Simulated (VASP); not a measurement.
Crystal: ZnCd3Se3S.

```
CELL_PARAMETERS angstrom
5.02722 0.00000 0.00000
-2.51361 4.35370 0.00000
0.00000 0.00000 8.95255
ATOMIC_POSITIONS crystal
Zn 0.66667 0.33333 0.00000
Cd 0.00000 0.00000 0.00000
Cd 0.33333 0.66667 0.00000
Cd 0.00000 0.00000 0.50000
Se 0.33333 0.66667 0.27516
Se 0.33333 0.66667 0.72484
Se 0.33333 0.66667 0.50000
S 0.66667 0.33333 0.50000
```

The cell was built by a generator and needn't be a form met in nature.

```yaml
Program: VASP 6.6.1
Task: relaxation of cell and atoms
Functional: PBE
Potentials_or_basis: VASP PAW PBE potentials, release 64 (Zn, Cd, Se, S)
Cutoff: 520 eV
k_mesh: 3 × 3 × 2
Occupations: gaussian, width 0.15 eV
Spin: no spin polarisation
```

At the start: pressure 15.9 GPa; volume 24.49 Å³/atom.

Task: How do energy, volume and symmetry change on relaxing?

Result: Over 6 steps the energy falls by 542.4 meV/atom and the volume is 28.24 Å³/atom (+15.3 %); space group P-6m2 (No. 187, to 0.05 Å).

The path:
| step | energy change (eV) | largest force (eV/Å) | pressure (GPa) | volume (Å³) |
| --- | --- | --- | --- | --- |
| 1 | 0.0000 | 8.7758 | 15.88 | 195.94 |
| 2 | -3.3182 | 0.1817 | -3.63 | 267.70 |
| 3 | -4.2979 | 0.3733 | -0.57 | 230.81 |
| 4 | -4.2990 | 0.3380 | -0.51 | 230.10 |
| 5 | -4.3341 | 0.1639 | -0.28 | 227.47 |
| 6 | -4.3394 | 0.0728 | -0.17 | 225.91 |

Final structure:
```cif
data_structure
_symmetry_space_group_name_H-M 'P 1'
_symmetry_Int_Tables_number 1
_cell_length_a 5.0083
_cell_length_b 5.0083
_cell_length_c 10.3999
_cell_angle_alpha 90.000
_cell_angle_beta 90.000
_cell_angle_gamma 120.000
_cell_volume 225.91
loop_
_atom_site_label
_atom_site_type_symbol
_atom_site_fract_x
_atom_site_fract_y
_atom_site_fract_z
_atom_site_occupancy
Zn1 Zn 0.66667 0.33333 0.00000 1
Cd1 Cd 0.00000 0.00000 0.00000 1
Cd2 Cd 0.33333 0.66667 0.00000 1
Cd3 Cd 0.00000 0.00000 0.50000 1
Se1 Se 0.33333 0.66667 0.24871 1
Se2 Se 0.33333 0.66667 0.75129 1
Se3 Se 0.33333 0.66667 0.50000 1
S1 S 0.66667 0.33333 0.50000 1
```

Caveat: the k mesh is coarse (spacing up to 0.48 Å⁻¹), so the values aren't converged; the volume moved by over 15 % at a fixed basis, so the end points are rough.
